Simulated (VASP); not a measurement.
Output of a VASP run:

File OSZICAR:
```
...
DAV:   1    -0.203241496233E+02   -0.10969E+00   -0.19039E+00  2584   0.127E+01    0.198E+00
DAV:   2    -0.202668755283E+02    0.57274E-01   -0.98871E-02  2474   0.423E+00    0.122E+00
DAV:   3    -0.202336370477E+02    0.33238E-01   -0.48414E-02  3058   0.206E+00    0.968E-02
DAV:   4    -0.202337149382E+02   -0.77891E-04   -0.44833E-03  2348   0.656E-01    0.691E-02
DAV:   5    -0.202337013697E+02    0.13569E-04   -0.22133E-04  2700   0.183E-01    0.217E-02
DAV:   6    -0.202337020530E+02   -0.68329E-06   -0.11176E-05  2540   0.299E-02    0.677E-03
DAV:   7    -0.202337020836E+02   -0.30649E-07   -0.77979E-07  1394   0.879E-03
   4 F= -.18171353E+02 E0= -.18171509E+02  d E =-.239535E-01
       N       E                     dE             d eps       ncg     rms          rms(c)
DAV:   1    -0.202503987347E+02   -0.16697E-01   -0.33123E-01  2496   0.531E+00    0.831E-01
DAV:   2    -0.202403925598E+02    0.10006E-01   -0.18843E-02  2450   0.186E+00    0.511E-01
DAV:   3    -0.202345701729E+02    0.58224E-02   -0.84422E-03  3220   0.100E+00    0.418E-02
DAV:   4    -0.202345900892E+02   -0.19916E-04   -0.88493E-04  2414   0.298E-01    0.297E-02
DAV:   5    -0.202345866522E+02    0.34369E-05   -0.41550E-05  2632   0.762E-02    0.957E-03
DAV:   6    -0.202345870141E+02   -0.36183E-06   -0.16526E-06  1574   0.134E-02
   5 F= -.18174493E+02 E0= -.18174611E+02  d E =-.270942E-01
       N       E                     dE             d eps       ncg     rms          rms(c)
DAV:   1    -0.202358191079E+02   -0.12325E-02   -0.38269E-02  2486   0.181E+00    0.283E-01
DAV:   2    -0.202346667511E+02    0.11524E-02   -0.21731E-03  2460   0.737E-01    0.174E-01
DAV:   3    -0.202340031041E+02    0.66365E-03   -0.99698E-04  3234   0.545E-01    0.149E-02
DAV:   4    -0.202340079940E+02   -0.48900E-05   -0.13672E-04  2366   0.126E-01    0.101E-02
DAV:   5    -0.202340078840E+02    0.11000E-06   -0.63219E-06  2496   0.352E-02
   6 F= -.18174719E+02 E0= -.18174814E+02  d E =-.273197E-01
       N       E                     dE             d eps       ncg     rms          rms(c)
DAV:   1    -0.203737677975E+02   -0.13976E+00   -0.15506E+00  2640   0.241E+01    0.186E+00
DAV:   2    -0.202988207967E+02    0.74947E-01   -0.11261E-01  2508   0.643E+00    0.956E-01
DAV:   3    -0.202745341938E+02    0.24287E-01   -0.44635E-02  2732   0.359E+00    0.205E-01
DAV:   4    -0.202730153170E+02    0.15189E-02   -0.34272E-03  2534   0.102E+00    0.978E-02
DAV:   5    -0.202728778496E+02    0.13747E-03   -0.11784E-04  2586   0.124E-01    0.386E-02
DAV:   6    -0.202728683499E+02    0.94997E-05   -0.40651E-05  2516   0.122E-01    0.931E-03
DAV:   7    -0.202728679874E+02    0.36242E-06   -0.11254E-06  1248   0.135E-02
   7 F= -.18176054E+02 E0= -.18176194E+02  d E =-.133561E-02
       N       E                     dE             d eps       ncg     rms          rms(c)
DAV:   1    -0.202758229776E+02   -0.29546E-02   -0.25623E-01  2640   0.945E+00    0.774E-01
DAV:   2    -0.202629851549E+02    0.12838E-01   -0.19830E-02  2486   0.276E+00    0.395E-01
DAV:   3    -0.202588844256E+02    0.41007E-02   -0.71697E-03  2794   0.146E+00    0.899E-02
DAV:   4    -0.202586301224E+02    0.25430E-03   -0.56179E-04  2628   0.405E-01    0.417E-02
DAV:   5    -0.202586122773E+02    0.17845E-04   -0.19324E-05  2624   0.494E-02    0.163E-02
DAV:   6    -0.202586122516E+02    0.25697E-07   -0.61083E-06  2130   0.473E-02
   8 F= -.18177342E+02 E0= -.18177465E+02  d E =-.262282E-02
```

**OUTCAR**
```
------------------------ aborting loop because EDIFF is reached ----------------------------------------
  FORCE on cell =-STRESS in cart. coord.  units (eV):
  Direction    XX          YY          ZZ          XY          YZ          ZX
  --------------------------------------------------------------------------------------
  Total        2.0932020      2.0932019      2.0899986      0.0000000      0.0000000      0.0000000
  in kB       50.2866356     50.2866346     50.2096769      0.0000000      0.0000000      0.0000000
  external PRESSURE =       0.2609823 kB  Pullay stress =      50.0000000 kB
  volume of cell :       66.69
      direct lattice vectors                 reciprocal lattice vectors
     3.650648009  0.000000000 -0.000000000     0.273923971  0.158150080 -0.000000000
    -1.825324004  3.161553883  0.000000000     0.000000000  0.316300160  0.000000000
     0.000000000 -0.000000000  5.778280127     0.000000000 -0.000000000  0.173061876
 POSITION                                       TOTAL-FORCE (eV/Angst)
 -----------------------------------------------------------------------------------
      0.00000      0.00000      0.00000        -0.000000      0.000000      0.000000
      0.00000     -0.00000      2.88914        -0.000000      0.000000      0.000000
     -0.00000      2.10770      1.44457         0.000000     -0.000000     -0.000000
      1.82533      1.05385      4.33371        -0.000000      0.000000      0.000000
 -----------------------------------------------------------------------------------
    total drift:                               -0.000000      0.000000      0.000000
  FREE ENERGIE OF THE ION-ELECTRON SYSTEM (eV)
  ---------------------------------------------------
  free  energy   TOTEN  =       -20.2586122516 eV

  energy  without entropy=      -20.2589833279  energy(sigma->0) =      -20.25873594
  enthalpy is  TOTEN    =       -18.1773415863 eV   P V=        2.0812706653

 reached required accuracy - stopping structural energy minimisation
```
(Selected blocks of OUTCAR.)

File POSCAR:
```
SiGe
1
    3.7905852812    -0.0000000000    -0.0000000000
   -1.8952926406     3.2827431175     0.0000000000
   -0.0000000000    -0.0000000000     5.6660838148
Si Ge
2 2
Direct
  0.0000000000   0.0000000000   0.0000000000
  0.0000000000   0.0000000000   0.5000000000
  0.3333330000   0.6666670000   0.2500000000
  0.6666670000   0.3333330000   0.7500000000
```

### Question
Write an INCAR and KPOINTS that could have produced this output.

### Answer
This is not unique; one that fits is the input of the run itself, PBEsol GGA, plane waves, VASP's PBE PAW potentials (set 64).

File KPOINTS:
```
Automatic mesh
0
Gamma
9 9 6
0 0 0
```

INCAR:
```
! general
SYSTEM   =  SiGe
PREC     =  Accurate
ENCUT    =  500   ! plane-wave cut-off (eV)
LREAL    =  .FALSE.
LASPH    =  .TRUE.   ! aspherical one-centre terms

! electronic loop
EDIFF    =  1E-6
NELM     =  100   ! most electronic steps
ALGO     =  Normal
LMAXMIX  =  4   ! l cut-off of mixed one-centre charges

! smearing
ISMEAR   =  1
SIGMA    =  0.1   ! width (eV)

! functional
GGA      =  PS

! ions
IBRION   =  2
NSW      =  40   ! most ionic steps
ISIF     =  3   ! ions, shape and volume
EDIFFG   =  -0.02
PSTRESS  =  50   ! kbar

! output
LWAVE    =  .FALSE.
LCHARG   =  .FALSE.
```

POTCAR, in this order: Si Ge_d (PBE.64 set). Program: vasp_std.

Energy and stress use the plane-wave basis of the starting cell.

The structure was generated: SiGe was put into the NiAs type type (P6_3/mmc), which need not be its known phase. This run relaxes it under an external pressure of 5 GPa. Symmetry was kept, so distortions that lower it aren't found.
